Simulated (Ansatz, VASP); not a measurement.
# PtC: VASP beside Ansatz, part 2 of 2

Wanted: the spread between two codes on one cell, functional and k mesh. The cell is generated by rule, not measured, and may not be a known phase. The cell is taken from a series of runs on this material, whose earlier steps may have relaxed, scaled, displaced or heated it; both programs get it as it stands.

VASP 6.6.1 and Ansatz 0.2.0.

So far: Starting point; VASP: zone-centre phonons, PBE.

The structure was built from a prototype and need not be the compound's stable phase.

**3. Ansatz: zone-centre phonons, PBE**

Level of this step: Ansatz beside VASP: Kohn-Sham DFT, plane waves, PBE (Ansatz).

Ansatz runs on its default PAW (the set named soft_2) files.

The same cell, functional, mesh and smearing now go to Ansatz, which takes its cutoff from its data sets.

input.yaml

```yaml
crystal:
  lattice:
    - [3.3498336265, 0.0, 0.0]
    - [-1.6749168133, 2.901041019, 0.0]
    - [0.0, 0.0, 8.8253723278]
  atoms:
    - { symbol: Pt, position: [0.3333333333, 0.6666666667, 0.25] }
    - { symbol: Pt, position: [0.6666666667, 0.3333333333, 0.75] }
    - { symbol: C, position: [0.6666666667, 0.3333333333, 0.25] }
    - { symbol: C, position: [0.3333333333, 0.6666666667, 0.75] }
kpoints:
  mp_grid: { grid: [15, 15, 6] }
hamiltonian:
  xc: pbe
scf:
  occupations: { method: methfessel_paxton, width: 0.2 }
output:
  eigenvalues: true
phonons:
  method: dfpt
```

Command:

```
$ ansatz run input.yaml --threads 4 --pin off --max-ram 7168MiB --backend cpu --events-out ev --progress --plain --runs-dir out
```

Numbers of over 12 decimals in the logs are rounded to 6 here.

Output:

```text
zone centre: on kpoints.mp_grid the ground state, and the responses unless they are solved on pairs of k-points, stand on 256 of the mesh's 1350 k-points, reduced under 4 symmetry operations, with k and −k counted as one. Each operation leaves every solved displacement unchanged or reverses it
Engine: ansatz 0.2.0, x86_64-unknown-linux-gnu
Pseudopotentials: kind: paw
Pseudopotential: Pt, paw, valence charge 18, recommended cutoff 420 eV (normal), Pt.paw.azcp
Pseudopotential: C, paw, valence charge 4, recommended cutoff 420 eV (normal), C.paw.azcp
Functional definition: PBE
  parameter kappa = 0.804
  parameter beta = 0.066725
  exchange = pbe_x(kappa = kappa, mu = beta*pi^2/3)
  correlation = pbe_c(beta = beta)
Crystal: 4 atoms, lattice volume = 85.765 Å³
Basis set: ecut = 420 eV, 1685 PW (Γ), exchange–correlation on 48×48×120 points (8 copies of the dense FFT grid, shifted against one another)
Bands: 27, of which v1, the nominal top of the filled ones, is band 22 counted from 1 (21 counted from 0)
Symmetry: 24 space group operations
k-points: 256 of 1350 (irreducible under 4 space group operations, time reversal used)
Non-local potential: Pt, projectors of the file, l = 0: 3, l = 1: 2, l = 2: 2, l = 3: 1
Non-local potential: C, projectors of the file, l = 0: 2, l = 1: 2, l = 2: 1
PAW form: soft (Blöchl's): semilocal exchange-correlation on the pseudo side does not see the compensation charge
PAW one-centre angular grid: Pt, 590 points (default); XC on 64 Gauss nodes
PAW one-centre angular grid: C, 110 points (default); XC on 64 Gauss nodes
Initial density: superposition of atomic densities (neutral atoms: chi_scale 0, normalization atom), corrected by the library's trained network
Initial wavefunctions: pseudopotential atomic-orbital guess
Functional: x = pbe(κ = 0.804, μ = 0.219515), c = pbe(β = 0.066725)
SCF iter   1: F=—  HF=-25543.066090 eV  |F-HF|=—  |Δ(HF+E_count)|=         —  Δρ=9.77e-3  dr2=7.75e-2  ethr=1.77e-3  ⟨swp⟩=5.1  Hψ=27942  notcnv=0
preconditioner: auto → LDOS  [metal: Δε(μ)=0.036 eV  Ē_g=7.954 eV  σ=0.200 eV  W_gap=0.15  n_scr=24 (ndim 8)  ℏωp=21.2 eV  f_vac=0.256  D(μ)=2.42/eV (n_scr^D=12)  β→1.0]
SCF iter   2: F=—  HF=-25543.049333 eV  |F-HF|=—  |Δ(HF+E_count)|=   1.68e-2  S|Δr|=    0.00e0  Δρ=3.56e-3  dr2=8.07e-3  ethr=1.76e-4  ⟨swp⟩=2.4  Hψ=13175  notcnv=0  defer=7
SCF iter   3: F=—  HF=-25543.047621 eV  |F-HF|=—  |Δ(HF+E_count)|=   1.71e-3  S|Δr|=    0.00e0  Δρ=5.82e-4  dr2=3.16e-4  ethr=1.83e-5  ⟨swp⟩=2.0  Hψ=11554  notcnv=0  defer=10
SCF iter   4: F=—  HF=-25543.047597 eV  |F-HF|=—  |Δ(HF+E_count)|=   2.41e-5  S|Δr|=    0.00e0  Δρ=1.43e-4  dr2=1.05e-5  ethr=7.18e-7  ⟨swp⟩=2.3  Hψ=11276  notcnv=0  defer=10
SCF iter   5: F=—  HF=-25543.047595 eV  |F-HF|=—  |Δ(HF+E_count)|=   1.83e-6  S|Δr|=    0.00e0  Δρ=2.07e-5  dr2=3.27e-7  ethr=2.39e-8  ⟨swp⟩=2.2  Hψ=11295  notcnv=0  defer=10
SCF iter   6: F=—  HF=-25543.047598 eV  |F-HF|=—  |Δ(HF+E_count)|=   2.98e-6  S|Δr|=    0.00e0  Δρ=2.68e-6  dr2=3.45e-9  ethr=7.43e-10  ⟨swp⟩=2.0  Hψ=10490  notcnv=0  defer=10
SCF iter   7: F=—  HF=-25543.047598 eV  |F-HF|=—  |Δ(HF+E_count)|=   7.68e-9  S|Δr|=    0.00e0  Δρ=3.61e-7  dr2=7.58e-11  ethr=7.85e-12  ⟨swp⟩=2.0  Hψ=10633  notcnv=0  defer=10
SCF iter   8: F=-25543.047598 eV  HF=-25543.047598 eV  |F-HF|=1.46e-11  |Δ(HF+E_count)|=  1.31e-10  S|Δr|=    0.00e0  Δρ=4.84e-8  dr2=1.06e-12  ethr=1.00e-12  ⟨swp⟩=7.5  Hψ=32388  notcnv=0
SCF 1 converged in 8 iterations: F = -25543.047598 eV  dr2 = 1.06e-12
  greatest PAW one-centre occupation: 1.000 electrons in one spin orbital (limit 2), on the Pt atom at site 1 (counted from 0), in its partial waves of l = 0
DFPT response loops at Γ: preconditioner auto → none (partly filled bands, converged f_vac=0.247); β = 0.50; Broyden in place of MSR1
SCF converged after 8 iterations
Stability not checked: this state was not tested for a lower state beside it, because cold or Methfessel-Paxton smearing, or corrected tetrahedra, fill the levels in a way that the test cannot read (fill_not_monotonic; see scf.lower_state_search)
Free energy (F): -25543.047598 eV
Harris-Foulkes:  -25543.047598 eV  (|F-HF|=1.46e-11)
Internal energy: -25543.043083 eV  (E = F + TS)
E sigma→0 (E₀):  -25543.046469 eV
Entropy (-TS):   -0.004515 eV (-1.129 meV/atom)
Fermi energy:    7.788083 eV
--- Per-component energies (eV) ---
  E_band       = -853.907136
  E_kinetic    = 1439.725637
  E_local      = -6394.744402  (includes V_loc(G=0)·N_el)
  E_nonlocal   = 451.933756
  E_hartree    = 2479.040546
  E_xc         = -615.036190
  E_vxc        = -718.117049  (∫ρ·V_xc dr)
  E_paw        = -19105.188149  (= ΣΔE_a)
  E_vpaw       = -590.786605  (= ΣTr[D̂ρ^β])
  E_aug_tail   = 0.000434  (compensation charges beyond the density's cutoff)
  E_ewald      = -3798.774713
  E_smearing   = -0.004515  (= −TS)
  E_closure    = 0.000000  (closes the sum)
  Σ components = -25543.047598   (vs F -25543.047598, Δ=0.00e0)
--- Band table (eV; the first three rows and the last of 256) ---
  k-point 0: bands = [... 18 lower, 4.7835, 4.7835, 5.1227, 5.5336, 11.8489, 12.8439, 12.8633, 13.5567, ... 1 higher]
  k-point 1: bands = [... 18 lower, 4.7822, 4.7822, 5.1663, 5.5148, 11.8766, 12.5472, 13.2199, 13.5585, ... 1 higher]
  k-point 2: bands = [... 18 lower, 4.7789, 4.7789, 5.2648, 5.4593, 11.9602, 12.2961, 13.5631, 13.5631, ... 1 higher]
  k-point 255: bands = [... 18 lower, 4.7876, 4.7876, 6.3203, 6.3203, 8.4756, 8.4756, 9.2967, 9.2967, ... 1 higher]
--- Phonons (Γ-DFPT): 4 representative perturbations + reference, on 256 of 1350 k-points (Σ response iterations 14) ---
  k mesh reduced under 4 symmetry operations, with k and −k counted as one. Each operation leaves every solved displacement unchanged or reverses it
  ASR residual: 2.761e-5 → 0.000e0 eV/Å²; symmetrization residual: 6.086e-6 eV/Å²
  ASR residual per site (eV/Å²): 2.76e-5 2.76e-5 2.50e-5 2.50e-5
  Γ frequencies (cm⁻¹): -3.84 -3.84 0.00 0.00 0.00 10.73 27.18 27.50 728.45 728.45 731.43 731.43
  non-analytic LO–TO correction: not included (Born effective charges unavailable; polar crystals: no LO–TO splitting at Γ)
```

**4. Comparison**

Known differences besides the potentials themselves: the data sets hold 44 valence electrons in Ansatz (on its default PAW (the set named soft_2) files) and 28 in VASP; the cutoff is 420 eV in Ansatz and 600 eV in VASP. Total energies have different zeros and are not compared.

Zone-centre modes by rising frequency (cm⁻¹; imaginary ones negative):

```
program                                                                      modes
 Ansatz    -3.8, -3.8, 0.0, 0.0, 0.0, 10.7, 27.2, 27.5, 728.5, 728.5, 731.4, 731.4
   VASP  -26.1, -20.3, -4.4, -4.4, 0.0, 0.0, 0.4, 15.0, 733.5, 733.5, 748.1, 748.1
```

The two lists differ in the order or number of single and degenerate modes, so they aren't paired one by one; the r.m.s. figure in the results sets the two lists side by side in order.

**5. Summary of results**

| Property | Result |
| --- | --- |
| r.m.s. difference of the optical zone-centre modes, each program's sorted by frequency (zone-centre phonons, PBE) | 17 cm⁻¹ |

**Reading.** The r.m.s. difference of the optical zone-centre modes, each program's sorted by frequency is 17 cm⁻¹ (zone-centre phonons, PBE). The data sets hold unlike numbers of valence electrons (44 in Ansatz and 28 in VASP), so part of the differences comes from the potentials. What causes the difference of the zone-centre phonons, PBE pair stays open here. Such differences can come from data sets, numerical settings and the points named under the comparisons, not from the functional's error against experiment.

[Lines on the potential files, build, host, timing and source positions are cut from VASP's logs without a mark.]

[Logs are printed without paths, hosts, clocks, repeated set-up lines and the standing remarks that a program may print on its own settings, such as how far it seeks lower states.]

[Hosts, paths, dates, database ids (printed as entryN), source tags and the programs' standing remarks are cut or masked in the printed files.]
